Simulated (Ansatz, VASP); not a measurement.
# InH3: VASP beside Ansatz, part 3 of 3

One calculation is typed for both programs; each brings its own data sets. How far apart do they land? The cell is generated by rule, not measured, and may not be a known phase. Of the first pair: The cell is taken from a series of runs on this material, whose earlier steps may have relaxed, scaled, displaced or heated it; both programs get it as it stands.

VASP 6.6.1 and Ansatz 0.2.0.

So far: The starting structure; VASP: relaxation of cell and atoms, PBEsol, pair 1; Ansatz: relaxation of cell and atoms, PBEsol, pair 1; Differences; Ansatz: relaxation of cell and atoms, PBEsol, pair 2; VASP: relaxation of cell and atoms, PBEsol, pair 2.

### Step 8. VASP: zone-centre phonons, PBEsol

Level of this step: PBEsol; plane waves and PAW (In_d, H); invented cell (VASP).

Second derivatives magnify differences that forces hide, and they need a tight electronic threshold. This pair takes another cell of the material, with 4 atoms against 8 for the pair before.

INCAR

```
SYSTEM = InH3
PREC = Accurate
ENCUT = 500
EDIFF = 1E-08
NELM = 120
ISMEAR = 1
SIGMA = 0.15
LREAL = .FALSE.
ALGO = Normal
GGA = PS
NBANDS = 14
LORBIT = 11
LWAVE = .FALSE.
LCHARG = .FALSE.
ISIF = 2
IBRION = 8
LASPH = .TRUE.
GGA_COMPAT = .FALSE.
KPAR = 2
```

POSCAR

```
InH3
1.0
    3.8226931498      0.0000000000      0.0000000000
    0.0000000000      3.8226931498      0.0000000000
    0.0000000000      0.0000000000      3.8226931498
In H
1 3
Direct
    0.0000000000      0.0000000000      0.0000000000
    0.5000000000      0.0000000000      0.0000000000
    0.0000000000      0.5000000000      0.0000000000
    0.0000000000      0.0000000000      0.5000000000
```

KPOINTS

```
Automatic mesh
0
Gamma
10 10 10
0 0 0
```

Potentials, in the order of the species: In_d and H (PBE family, release 64).

Run with:

```
$ mpirun -np 2 vasp_std
```

Numbers of over 12 decimals in the logs are rounded to 6 here.

Output:

```text
[banner, memory and clock lines left out]
running    2 mpi-ranks, on    1 nodes
[...]
[... a notice as in an earlier step ...]

 LDA part: xc-table for (Slater+PW92), standard interpolation
 POSCAR, INCAR and KPOINTS ok, starting setup
[...]
entering main loop
       N       E                     dE             d eps       ncg     rms          rms(c)
DAV:   1     0.929198233001E+02    0.92920E+02   -0.71963E+03  1568   0.116E+03
DAV:   2    -0.571405796201E+01   -0.98634E+02   -0.93923E+02  1676   0.281E+02
DAV:   3    -0.120361506106E+02   -0.63221E+01   -0.62869E+01  2000   0.755E+01
DAV:   4    -0.122134325954E+02   -0.17728E+00   -0.17724E+00  1898   0.146E+01
[...]
DAV:  14    -0.115436350282E+02   -0.21572E-06   -0.37286E-07  1720   0.658E-03    0.889E-04
DAV:  15    -0.115436351141E+02   -0.85927E-07   -0.21501E-08  1928   0.123E-03    0.277E-04
DAV:  16    -0.115436351135E+02    0.59208E-09   -0.24808E-09  1342   0.528E-04
   1 F= -.11543635E+02 E0= -.11542784E+02  d E =-.255415E-02
[...]
RMM:  14    -0.177376404837E-01    0.99198E-08   -0.11568E-10  6898   0.138E-05    0.663E-06
 first order change of Fermi-energy   0.52802E-03
 force on displaced ion       2 direction 1 :  -7.991  -0.000  -0.000
 Linear response progress:
  Degree of freedom:   3/  3
       N       E                     dE             d eps       ncg     rms          rms(c)
RMM:   1    -0.156870922712E-01   -0.15687E-01   -0.81586E-03 10737   0.593E-01
RMM:   2    -0.154141903530E-01    0.27290E-03   -0.46626E-04 10090   0.156E-01    0.683E-02
RMM:   3    -0.157090341148E-01   -0.29484E-03   -0.93823E-05 10716   0.646E-02    0.387E-02
RMM:   4    -0.162355587106E-01   -0.52652E-03   -0.48896E-05 10613   0.388E-02    0.330E-03
RMM:   5    -0.162779758053E-01   -0.42417E-04   -0.33668E-06 11236   0.148E-02    0.189E-03
RMM:   6    -0.162691731868E-01    0.88026E-05   -0.38399E-07 11145   0.424E-03    0.157E-03
RMM:   7    -0.162718692146E-01   -0.26960E-05   -0.10035E-07 10720   0.199E-03    0.358E-04
RMM:   8    -0.162703409731E-01    0.15282E-05   -0.12337E-08 11778   0.697E-04    0.342E-04
RMM:   9    -0.162703433574E-01   -0.23843E-08   -0.22555E-11 12028   0.245E-04    0.404E-04
 first order change of Fermi-energy  -0.48090E-04
 force on displaced ion       2 direction 2 :   0.000  -0.787   0.000
 Linear response finished
```

From OUTCAR (step 8):

```text
  Total       -0.0364103     -0.0364103     -0.0364103     -0.0000000     -0.0000000      0.0000000
  in kB       -1.0443023     -1.0443023     -1.0443023     -0.0000000     -0.0000000      0.0000000
  external PRESSURE =      -1.0443023 kB  Pullay stress =       0.0000000 kB

 POSITION                                       TOTAL-FORCE (eV/Angst)
 -----------------------------------------------------------------------------------
      0.00000      0.00000      0.00000         0.000000      0.000000      0.000000
      1.91135      0.00000      0.00000         0.000000      0.000000      0.000000
      0.00000      1.91135      0.00000         0.000000      0.000000      0.000000
      0.00000      0.00000      1.91135         0.000000      0.000000      0.000000
 -----------------------------------------------------------------------------------
    total drift:                               -0.000000     -0.000000     -0.000000

[... 2 further parts left out ...]
```

### Step 9. Ansatz: zone-centre phonons, PBEsol

The same cell, functional, mesh and smearing now go to Ansatz, which takes its cutoff from its data sets.

The cell is taken from a series of runs on this material, whose earlier steps may have relaxed, scaled, displaced or heated it; both programs get it as it stands.

input.yaml

```yaml
crystal:
  lattice:
    - [3.8226931498, 0.0, 0.0]
    - [0.0, 3.8226931498, 0.0]
    - [0.0, 0.0, 3.8226931498]
  atoms:
    - { symbol: In, position: [0.0, 0.0, 0.0] }
    - { symbol: H, position: [0.5, 0.0, 0.0] }
    - { symbol: H, position: [0.0, 0.5, 0.0] }
    - { symbol: H, position: [0.0, 0.0, 0.5] }
kpoints:
  mp_grid: { grid: [10, 10, 10] }
hamiltonian:
  xc: pbesol
scf:
  occupations: { method: methfessel_paxton, width: 0.15 }
output:
  eigenvalues: true
phonons:
  method: dfpt
```

Run with:

```
$ ansatz run input.yaml --threads 4 --pin off --max-ram 7168MiB --backend cpu --events-out ev --progress --plain --runs-dir out
```

Output:

```text
zone centre: on kpoints.mp_grid the ground state, and the responses unless they are solved on pairs of k-points, stand on 216 of the mesh's 1000 k-points, reduced under 8 symmetry operations, with k and −k counted as one. Each operation leaves every solved displacement unchanged or reverses it
[...]
Crystal: 4 atoms, lattice volume = 55.861 Å³
[...]
k mesh reduced under 8 symmetry operations, with k and −k counted as one. Each operation leaves every solved displacement unchanged or reverses it
  ASR residual: 1.451e-5 → 0.000e0 eV/Å²; symmetrization residual: 6.074e-7 eV/Å²
  ASR residual per site (eV/Å²): 1.45e-5 5.91e-6 5.91e-6 5.91e-6
  Γ frequencies (cm⁻¹): 0.00 0.00 0.00 336.83 336.83 336.83 433.58 433.58 433.58 1513.84 1513.84 1513.84
  non-analytic LO–TO correction: not included (Born effective charges unavailable; polar crystals: no LO–TO splitting at Γ)
[key lines of the parts left out:]
SCF converged after 8 iterations
Free energy (F): -5571.024895 eV
Fermi energy:    2.770667 eV
```

### Step 10. Comparison

The two programs side by side:

| quantity | Ansatz | VASP | difference |
| --- | --- | --- | --- |
| optical mode 1 to 3 (cm⁻¹) | 336.8 | 334.7 | +0.64 % |
| optical mode 4 to 6 (cm⁻¹) | 433.6 | 432.5 | +0.24 % |
| optical mode 7 to 9 (cm⁻¹) | 1513.8 | 1520.6 | -0.45 % |

Modes are paired by rising frequency, not by their patterns, so a pair may set unlike modes beside each other; they are those without the splitting of longitudinal modes.

### Step 11. Results

```
difference in volume (relaxation of cell and atoms, PBEsol, pair 1)                                                  : 0.13 %
difference in volume (relaxation of cell and atoms, PBEsol, pair 2)                                                  : 0.38 %
r.m.s. difference of the optical zone-centre modes, each program's sorted by frequency (zone-centre phonons, PBEsol) : 4.2 cm⁻¹
difference in optical mode 1 to 3 (zone-centre phonons, PBEsol)                                                      : +0.6 %
```

The difference in volume is 0.38 % (relaxation of cell and atoms, PBEsol, pair 2), within the 1.2 % picked in this series as the mark of a large difference, as far as the stopping tolerances let one tell. Among the rows given in per cent, the largest difference of the zone-centre phonons, PBEsol pair is in optical mode 1 to 3, +0.6 %. 2 further runs of this series are not shown here. How closely two codes agree says nothing of how well the functional describes the real material.

[Lines on the potential files, build, host, timing and source positions are cut from VASP's logs without a mark.]

[Logs are printed without paths, hosts, clocks, repeated set-up lines and the standing remarks that a program may print on its own settings, such as how far it seeks lower states.]

[Hosts, paths, dates, database ids (printed as entryN), source tags and the programs' standing remarks are cut or masked in the printed files.]
